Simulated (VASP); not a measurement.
Method: PBEsol GGA, VASP's PBE PAW potentials (set 64) (plane waves; VASP).

VASP ran on this input.

### INCAR
```
SYSTEM  =  Ag
PREC  =  Accurate; ENCUT  =  400; LREAL  =  F
LASPH  =  T; ICHARG  =  11
EDIFF  =  1E-7; NELM  =  100; ALGO  =  Normal
LMAXMIX  =  4
ISMEAR  =  0; SIGMA  =  0.05
GGA  =  PS
LWAVE  =  F; LCHARG  =  F; LORBIT  =  11
```

**KPOINTS**
```
k-points along high-symmetry lines
15
Line-mode
Reciprocal
  0.000000   0.000000   0.000000 ! GAMMA
  0.500000   0.000000   0.500000 ! X

  0.500000   0.000000   0.500000 ! X
  0.625000   0.250000   0.625000 ! U

  0.375000   0.375000   0.750000 ! K
  0.000000   0.000000   0.000000 ! GAMMA

  0.000000   0.000000   0.000000 ! GAMMA
  0.500000   0.500000   0.500000 ! L

  0.500000   0.500000   0.500000 ! L
  0.500000   0.250000   0.750000 ! W

  0.500000   0.250000   0.750000 ! W
  0.500000   0.000000   0.500000 ! X
```

### POSCAR
```
Ag
4.258380
  0.0000000000   0.7071068149   0.7071068149
  0.7071068149   0.0000000000   0.7071068149
  0.7071068149   0.7071068149   0.0000000000
Ag
2
Direct
  0.7500000000   0.7500000000   0.7500000000
  0.5000000000   0.5000000000   0.5000000000
```

POTCAR, in this order: Ag (PBE.64 set). Program: vasp_std. Read from the step before: CHGCAR.

The resulting files:

### OSZICAR
```
       N       E                     dE             d eps       ncg     rms          rms(c)
DAV:   1     0.100725982909E+03    0.10073E+03   -0.98176E+03  2708   0.110E+03
DAV:   2    -0.287052284974E+01   -0.10360E+03   -0.99474E+02  2847   0.243E+02
DAV:   3    -0.424162620815E+01   -0.13711E+01   -0.13626E+01  3141   0.325E+01
DAV:   4    -0.424856433810E+01   -0.69381E-02   -0.69333E-02  3163   0.218E+00
DAV:   5    -0.424867103852E+01   -0.10670E-03   -0.10670E-03  3232   0.276E-01
DAV:   6    -0.424867343108E+01   -0.23926E-05   -0.23928E-05  3279   0.358E-02
DAV:   7    -0.424867349522E+01   -0.64136E-07   -0.64162E-07  3092   0.629E-03
   1 F= -.42486735E+01 E0= -.42446595E+01  d E =-.802793E-02
```

### OUTCAR
```
 val. band max:        3.3770376462   @ k =   0.6071   0.2143   0.6071

 cond. band min:       3.3871200678   @ k =   0.5446   0.0893   0.5446



 k-point     1 :       0.0000    0.0000    0.0000
  band No.  band energies     occupation
      1      -1.9166      2.00000
      2      -1.5315      2.00000
      3      -1.5315      2.00000
      4      -1.5252      2.00000
      5      -1.5252      2.00000
      6      -1.5252      2.00000
      7      -0.0766      2.00000
      8      -0.0766      2.00000
      9      -0.0766      2.00000
     10       0.6065      2.00000
     11       0.6065      2.00000
     12      12.2711      0.00000
     13      12.2711      0.00000
     14      12.2711      0.00000
     15      12.9268      0.00000

 k-point     2 :       0.0357    0.0000    0.0357
  band No.  band energies     occupation
      1      -1.8959      2.00000
      2      -1.5984      2.00000
      3      -1.5258      2.00000
      4      -1.5258      2.00000
      5      -1.5249      2.00000
      6      -1.4533      2.00000
      7      -0.0977      2.00000
      8      -0.0698      2.00000
      9      -0.0698      2.00000
     10       0.5998      2.00000
     11       0.6150      2.00000
     12      11.8514      0.00000
     13      11.8514      0.00000
     14      12.0599      0.00000
     15      12.6800      0.00000

 k-point     3 :       0.0714    0.0000    0.0714
  band No.  band energies     occupation
      1      -1.8342      2.00000
      2      -1.6629      2.00000
      3      -1.5281      2.00000
      4      -1.5281      2.00000
      5      -1.5052      2.00000
      6      -1.3741      2.00000
      7      -0.1572      2.00000
      8      -0.0493      2.00000
      9      -0.0493      2.00000
     10       0.5795      2.00000
     11       0.6375      2.00000
     12      11.2374      0.00000
     13      11.2374      0.00000
     14      11.6139      0.00000
     15      12.3038      0.00000

...
```

The density is held fixed in this step, so its total energy and stress have no physical meaning.

The structure was generated: Ag was put into the diamond type (Fd-3m), which need not be its known phase. It was relaxed first, which changed the volume by +14 %.
